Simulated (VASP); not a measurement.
Computed with RPBE GGA, VASP's PBE PAW potentials (set 64) (plane waves; VASP).

Input for VASP

### INCAR
```
# general
SYSTEM =KBr
PREC   =Accurate
ENCUT  =520
LREAL  =.FALSE.
LASPH  =.TRUE.   # aspherical one-centre terms

# electronic loop
EDIFF  =1E-7   # SCF stop (eV)
NELM   =100   # most electronic steps
ALGO   =Normal
LMAXMIX=4   # l cut-off of mixed one-centre charges

# smearing
ISMEAR =0
SIGMA  =0.05

# functional
GGA    =RP   # RPBE

# ions
ISIF   =2   # forces and stress, cell fixed

# output
LWAVE  =.FALSE.
LCHARG =.FALSE.
```

### KPOINTS
```
Automatic mesh
0
Gamma
7 7 7
0 0 0
```

### POSCAR
```
KBr
4.8463820
  0.0000000000   0.7071067142   0.7071067142
  0.7071067142   0.0000000000   0.7071067142
  0.7071067142   0.7071067142   0.0000000000
K Br
1 1
Cartesian
  0.0000000000   0.0000000000   0.0000000000
  0.7071067142   0.7071067142   0.7071067142
```

POTCAR, in this order: K_sv Br (PBE.64 set). Program: vasp_std.

The resulting files:

**OSZICAR**
```
       N       E                     dE             d eps       ncg     rms          rms(c)
DAV:   1     0.104938565715E+03    0.10494E+03   -0.68865E+03   480   0.116E+03
DAV:   2     0.124610950022E+01   -0.10369E+03   -0.96996E+02   580   0.263E+02
DAV:   3    -0.577498471911E+01   -0.70211E+01   -0.69819E+01   612   0.642E+01
DAV:   4    -0.610262760762E+01   -0.32764E+00   -0.32731E+00   916   0.114E+01
DAV:   5    -0.610353670937E+01   -0.90910E-03   -0.90909E-03   616   0.658E-01    0.255E+00
DAV:   6    -0.590466626037E+01    0.19887E+00   -0.33247E-01   592   0.294E+00    0.179E+00
DAV:   7    -0.590049237369E+01    0.41739E-02   -0.18688E-01   608   0.259E+00    0.891E-01
DAV:   8    -0.592074576884E+01   -0.20253E-01   -0.28830E-02   552   0.146E+00    0.143E-01
DAV:   9    -0.592237890945E+01   -0.16331E-02   -0.19944E-03   624   0.323E-01    0.101E-01
DAV:  10    -0.592335800727E+01   -0.97910E-03   -0.15028E-03   540   0.317E-01    0.277E-02
DAV:  11    -0.592337660863E+01   -0.18601E-04   -0.59143E-05   724   0.463E-02    0.782E-03
DAV:  12    -0.592338875020E+01   -0.12142E-04   -0.17038E-05   568   0.369E-02    0.693E-03
DAV:  13    -0.592339032165E+01   -0.15714E-05   -0.32292E-06   584   0.135E-02    0.159E-03
DAV:  14    -0.592339053998E+01   -0.21833E-06   -0.55179E-07   588   0.641E-03    0.641E-04
DAV:  15    -0.592339053860E+01    0.13836E-08   -0.13155E-08   464   0.960E-04
   1 F= -.59233905E+01 E0= -.59233905E+01  d E =-.141096E-20
```

### OUTCAR
```
------------------------ aborting loop because EDIFF is reached ----------------------------------------
  FORCE on cell =-STRESS in cart. coord.  units (eV):
  Direction    XX          YY          ZZ          XY          YZ          ZX
  --------------------------------------------------------------------------------------
  Total        0.1830304      0.1830304      0.1830304     -0.0000000      0.0000000     -0.0000000
  in kB        3.6433081      3.6433081      3.6433081     -0.0000000      0.0000000     -0.0000000
  external PRESSURE =       3.6433081 kB  Pullay stress =       0.0000000 kB
  volume of cell :       80.49
      direct lattice vectors                 reciprocal lattice vectors
     0.000000000  3.426909252  3.426909252    -0.145904068  0.145904068  0.145904068
     3.426909252  0.000000000  3.426909252     0.145904068 -0.145904068  0.145904068
     3.426909252  3.426909252  0.000000000     0.145904068  0.145904068 -0.145904068
  FREE ENERGIE OF THE ION-ELECTRON SYSTEM (eV)
  ---------------------------------------------------
  free  energy   TOTEN  =        -5.9233905386 eV

  energy  without entropy=       -5.9233905386  energy(sigma->0) =       -5.92339054
```
(Selected blocks of OUTCAR.)

The compound is KBr in the rock salt structure. This cell is one point of a volume scan, at 0.97 of the reference volume.
